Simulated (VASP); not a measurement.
Data:

```
CELL_PARAMETERS angstrom
      0.00000     3.28999     3.28999
      3.28999     0.00000     3.28999
      3.28999     3.28999     0.00000
ATOMIC_POSITIONS crystal
  Hg 0.00000 0.00000 0.00000
  Te 0.25000 0.25000 0.25000
```

Calculation: LDA (Ceperley-Alder, Perdew-Zunger), VASP's LDA PAW potentials (set 64) (plane waves; VASP 6.6.1). Run with 400 eV cut-off, 9×9×9 Γ-centred mesh, first-order Methfessel-Paxton smearing of 0.10 eV, potentials Hg Te.

Energy and stress use the plane-wave basis of the starting cell.

The ions, cell shape and volume are relaxed. Predict the relaxed structure.

```
CELL_PARAMETERS angstrom
      0.00000     3.22399     3.22399
      3.22399     0.00000     3.22399
      3.22399     3.22399     0.00000
ATOMIC_POSITIONS crystal
  Hg 0.00000 0.00000 0.00000
  Te 0.25000 0.25000 0.25000
```
Space group F-43m (216), at a tolerance of 0.03 Å.

How do energy and volume change from the first to the last step?

The energy (σ→0) changes by -17.2 meV/atom and the volume by -5.9 %, in 3 ionic steps.

The structure comes from a computed database's HgTe entry (F-43m); how it stands against other phases isn't given here. This run relaxes it. Symmetry was kept, so distortions that lower it aren't found.
